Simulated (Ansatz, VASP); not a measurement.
# Cross-check of ZrSi2N4 (ZrSi2N4 monolayer) between VASP and Ansatz, part 2 of 2

One calculation is typed for both programs; each brings its own data sets. How far apart do they land? The cell is taken from a series of runs on this material, whose earlier steps may have relaxed, scaled, displaced or heated it; both programs get it as it stands.

VASP 6.6.1 and Ansatz 0.2.0.

So far: The starting structure; Ansatz: single point, PBE with D3(BJ).

## (3) VASP: single point, PBE with D3(BJ)

Level of this step: PBE with D3(BJ); plane waves and PAW (N, Si, Zr_sv) (VASP).

The same cell, functional, mesh and smearing now go to VASP, with its own data sets.

Lines of VASP's logs that name or quote its potential files are left out, and so is its time.

Input file INCAR:

```
SYSTEM = ZrSi2N4
PREC = Accurate
ENCUT = 520
EDIFF = 1E-06
NELM = 120
ISMEAR = -1
SIGMA = 0.02585
LREAL = .FALSE.
ALGO = Normal
GGA = PE
IVDW = 12
NBANDS = 27
LASPH = .TRUE.
LORBIT = 11
LWAVE = .FALSE.
LCHARG = .FALSE.
ISIF = 2
LDIPOL = .TRUE.
IDIPOL = 3
DIPOL = 0.5 0.5 0.5
LVHAR = .TRUE.
GGA_COMPAT = .FALSE.
EFERMI = MIDGAP
NELMDL = -8
KPAR = 2
```

Input file POSCAR:

```
ZrSi2N4
1.0
    3.0296955099      0.0000000000      0.0000000000
   -1.5148477549      2.6237932773      0.0000000000
    0.0000000000      0.0000000000     24.9527680673
N Si Zr
4 2 1
Direct
    0.0000000000      0.0000000000      0.3606814272
    0.3333333333      0.6666666667      0.4494245543
    0.3333333333      0.6666666667      0.5505754457
    0.0000000000      0.0000000000      0.6393185728
    0.3333333333      0.6666666667      0.3798227084
    0.3333333333      0.6666666667      0.6201772916
    0.0000000000      0.0000000000      0.5000000000
```

Input file KPOINTS:

```
Automatic mesh
0
Gamma
18 18 1
0 0 0
```

PAW data sets: N, Si and Zr_sv (PBE family, release 64).

The run is started by

```bash
$ mpirun -np 2 vasp_std
```

Numbers of over 12 decimals in the logs are rounded to 6 here.

The log of the run:

```text
[banner, memory and clock lines left out]
running    2 mpi-ranks, on    1 nodes
 distrk:  each k-point on    1 cores,    2 groups
 distr:  one band on    1 cores,    1 groups

 POSCAR found type information on POSCAR N SiZr
 POSCAR found :  3 types and       7 ions
 LDA part: xc-table for (Slater+PW92), standard interpolation
 POSCAR, INCAR and KPOINTS ok, starting setup
 FFT: planning ... GRIDC
 FFT: planning ... GRID_SOFT
 FFT: planning ... GRID
 WAVECAR not read
 entering main loop
       N       E                     dE             d eps       ncg     rms          rms(c)
DAV:   1     0.356678049003E+03    0.35668E+03   -0.19007E+04  2102   0.126E+03
DAV:   2    -0.279861707608E+02   -0.38466E+03   -0.37572E+03  2720   0.328E+02
DAV:   3    -0.679310445903E+02   -0.39945E+02   -0.39686E+02  2850   0.105E+02
DAV:   4    -0.700025372870E+02   -0.20715E+01   -0.20681E+01  3396   0.218E+01
DAV:   5    -0.700901686927E+02   -0.87631E-01   -0.87625E-01  2932   0.266E+00
DAV:   6    -0.700917718749E+02   -0.16032E-02   -0.16031E-02  2964   0.438E-01
DAV:   7    -0.700918706798E+02   -0.98805E-04   -0.98805E-04  3020   0.643E-02
DAV:   8    -0.700918723864E+02   -0.17066E-05   -0.17066E-05  2836   0.119E-02    0.322E+01
DAV:   9    -0.596315027840E+02    0.10460E+02   -0.50850E+01  2485   0.382E+01    0.127E+01
DAV:  10    -0.596086811069E+02    0.22822E-01   -0.45499E+00  2763   0.116E+01    0.817E+00
DAV:  11    -0.595527576210E+02    0.55923E-01   -0.33799E-01  2809   0.423E+00    0.119E+00
DAV:  12    -0.595537372032E+02   -0.97958E-03   -0.42973E-02  3046   0.143E+00    0.830E-01
DAV:  13    -0.595525367132E+02    0.12005E-02   -0.88861E-03  2772   0.593E-01    0.314E-01
DAV:  14    -0.595516619744E+02    0.87474E-03   -0.25576E-03  3027   0.354E-01    0.930E-02
[...]
DAV:  20    -0.595523167865E+02   -0.49722E-04   -0.14661E-06  2241   0.712E-03    0.315E-03
DAV:  21    -0.595523683354E+02   -0.51549E-04   -0.19639E-06  1927   0.529E-03    0.124E-03
DAV:  22    -0.595523840763E+02   -0.15741E-04   -0.83493E-07  1946   0.283E-03    0.701E-04
DAV:  23    -0.595523891938E+02   -0.51175E-05   -0.20353E-07  1834   0.138E-03    0.325E-04
DAV:  24    -0.595523936578E+02   -0.44640E-05   -0.15350E-07  1820   0.104E-03    0.246E-04
DAV:  25    -0.595523958241E+02   -0.21663E-05   -0.96144E-08  1778   0.757E-04    0.256E-04
DAV:  26    -0.595523970925E+02   -0.12684E-05   -0.21104E-08  1630   0.560E-04    0.157E-04
DAV:  27    -0.595523975352E+02   -0.44265E-06   -0.13423E-08  1662   0.384E-04
   1 F= -.61285288E+02 E0= -.61285288E+02  d E =-.370913E-11
```

OUTCAR, selected parts (step 3):

```text
ion  position               nearest neighbor table
   1  0.000  0.000  0.361-   5 1.81   5 1.81   5 1.81
   2  0.333  0.667  0.449-   5 1.74   7 2.16   7 2.16   7 2.16
   3  0.333  0.667  0.551-   6 1.74   7 2.16   7 2.16   7 2.16
   4  0.000  0.000  0.639-   6 1.81   6 1.81   6 1.81
   5  0.333  0.667  0.380-   2 1.74   1 1.81   1 1.81   1 1.81   7 3.47   7 3.47   7 3.47
   6  0.333  0.667  0.620-   3 1.74   4 1.81   4 1.81   4 1.81   7 3.47   7 3.47   7 3.47
   7  0.000  0.000  0.500-   2 2.16   3 2.16   2 2.16   3 2.16   2 2.16   3 2.16   5 3.47   6 3.47
                             5 3.47   6 3.47   5 3.47   6 3.47

  LATTYP: Found a hexagonal cell.
 ALAT       =     3.0296955099
 C/A-ratio  =     8.2360646427

 Subroutine GETGRP returns: Found 12 space group operations
 (whereof 12 operations were pure point group operations)

The static configuration has the point symmetry D_3h.

 Found     37 irreducible k-points:

   k-points           NKPTS =     37   k-points in BZ     NKDIM =     37   number of bands    NBANDS=     27

   dimension x,y,z NGX =    24 NGY =   24 NGZ =  192
   dimension x,y,z NGXF=    48 NGYF=   48 NGZF=  384

   ENCUT  =  520.0 eV  38.22 Ry    6.18 a.u.   5.63  5.63 46.40*2*pi/ulx,y,z

   NELECT =      40.0000    total number of electrons

 k-points in reciprocal lattice and weights: Automatic mesh
   0.00000000  0.00000000  0.00000000       0.003
   0.05555556 -0.00000000  0.00000000       0.019
   0.11111111 -0.00000000  0.00000000       0.019
   0.16666667  0.00000000  0.00000000       0.019
   0.22222222 -0.00000000  0.00000000       0.019
   0.27777778  0.00000000  0.00000000       0.019
   0.33333333  0.00000000  0.00000000       0.019
   0.38888889  0.00000000  0.00000000       0.019
   0.44444444 -0.00000000  0.00000000       0.019
[...]
0.33333333  0.27777778  0.00000000       0.037
   0.33333333  0.33333333  0.00000000       0.006

 dipolmoment           0.000000      0.000000      0.000000 electrons x Angstroem

 average (electrostatic) potential at core
       1 -68.7811       2 -67.9050       3 -67.9050       4 -68.7811       5 -90.3613
       6 -90.3613       7 -83.4484

 E-fermi :  -0.2296

 k-point     1 :       0.0000    0.0000    0.0000
  band No.  band energies     occupation
    ...
     16      -3.1304      2.00000
     17      -3.1304      2.00000
     18      -1.9783      2.00000
     19      -1.9559      2.00000
     20      -1.9559      2.00000
     21       1.2211      0.00000
     22       3.1014      0.00000
     23       3.3516      0.00000
     24       4.0163      0.00000
     25       4.0163      0.00000
    ...

 k-point     2 :       0.0556   -0.0000    0.0000
  band No.  band energies     occupation
    ...
     16      -3.1522      2.00000
     17      -3.0779      2.00000
     18      -2.0922      2.00000
     19      -2.0056      2.00000
     20      -1.8345      2.00000
     21       1.2607      0.00000
     22       3.1883      0.00000
     23       3.2144      0.00000
     24       4.0357      0.00000
     25       4.2510      0.00000
    ...

 k-point     3 :       0.1111   -0.0000    0.0000
  band No.  band energies     occupation
    ...
     16      -3.0215      2.00000
     17      -2.9261      2.00000
     18      -2.2054      2.00000
     19      -2.1442      2.00000
     20      -1.7735      2.00000
     21       1.2184      0.00000
     22       3.1064      0.00000
     23       3.4670      0.00000
     24       4.0941      0.00000
     25       4.6258      0.00000
    ...

 Edisp (eV)   -1.73289

  Total      -0.00413    -0.00413     0.02051    -0.00000     0.00000    -0.00000
  in kB      -0.03339    -0.03339     0.16570    -0.00000     0.00000    -0.00000
  external pressure =        0.03 kB  Pullay stress =        0.00 kB

  energy-cutoff  :      520.00
  volume of cell :      198.36
      direct lattice vectors                 reciprocal lattice vectors
     3.029695510  0.000000000  0.000000000     0.330066172  0.190563793  0.000000000
    -1.514847755  2.623793277  0.000000000     0.000000000  0.381127587  0.000000000
     0.000000000  0.000000000 24.952768067     0.000000000  0.000000000  0.040075714

 POSITION                                       TOTAL-FORCE (eV/Angst)
 -----------------------------------------------------------------------------------
      0.00000      0.00000      9.00000         0.000000      0.000000      0.002486
     -0.00000      1.74920     11.21439        -0.000000      0.000000     -0.021543
     -0.00000      1.74920     13.73838        -0.000000     -0.000000      0.021543
      0.00000      0.00000     15.95277         0.000000     -0.000000     -0.002486
     -0.00000      1.74920      9.47763        -0.000000      0.000000     -0.009499
     -0.00000      1.74920     15.47514         0.000000      0.000000      0.009499
      0.00000      0.00000     12.47638         0.000000      0.000000     -0.000000
 -----------------------------------------------------------------------------------
    total drift:                                0.000000     -0.000000     -0.000000

  FREE ENERGIE OF THE ION-ELECTRON SYSTEM (eV)
  ---------------------------------------------------
  free  energy   TOTEN  =       -61.2852884879 eV

  energy  without entropy=      -61.2852884879  energy(sigma->0) =      -61.28528849

 vacuum level on the upper side and lower side of the slab         5.321         5.321

 total charge
# of ion       s       p       d       tot
------------------------------------------
    1        1.215   2.602   0.000   3.816
    2        1.249   2.614   0.000   3.863
    3        1.249   2.614   0.000   3.863
    4        1.215   2.602   0.000   3.816
    5        0.665   0.897   0.000   1.561
    6        0.665   0.897   0.000   1.561
    7        2.221   6.084   1.704  10.010
--------------------------------------------------
tot          8.478  18.309   1.704  28.492

[... 3 further parts left out ...]
```

## (4) Side by side

Known differences besides the potentials themselves: the cutoff is 420 eV in Ansatz and 520 eV in VASP. Total energies have different zeros and are not compared.

Both answers:

```csv
quantity,Ansatz,VASP,difference
gap on the k mesh (eV),1.284,1.285,-0.001
```

A gap on the mesh is an upper bound, since the band edges may lie between its points. With vacuum in the cell, a pressure given here is an average over mostly empty space and none of the material.

## (5) Summary of results

```yaml
difference_in_gap_on_the_k_mesh_single_point_pbe_with_d3_bj: -0.0010 eV
```

In words: The difference in gap on the k mesh is -0.0010 eV (single point, PBE with D3(BJ)), within the 0.08 eV picked in this series as the mark of a large difference. Such differences can come from data sets, numerical settings and the points named under the comparisons, not from the functional's error against experiment.

[Lines on the potential files, build, host, timing and source positions are cut from VASP's logs without a mark.]

[Logs are printed without paths, hosts, clocks, repeated set-up lines and the standing remarks that a program may print on its own settings, such as how far it seeks lower states.]

[Hosts, paths, dates, database ids (printed as entryN), source tags and the programs' standing remarks are cut or masked in the printed files.]
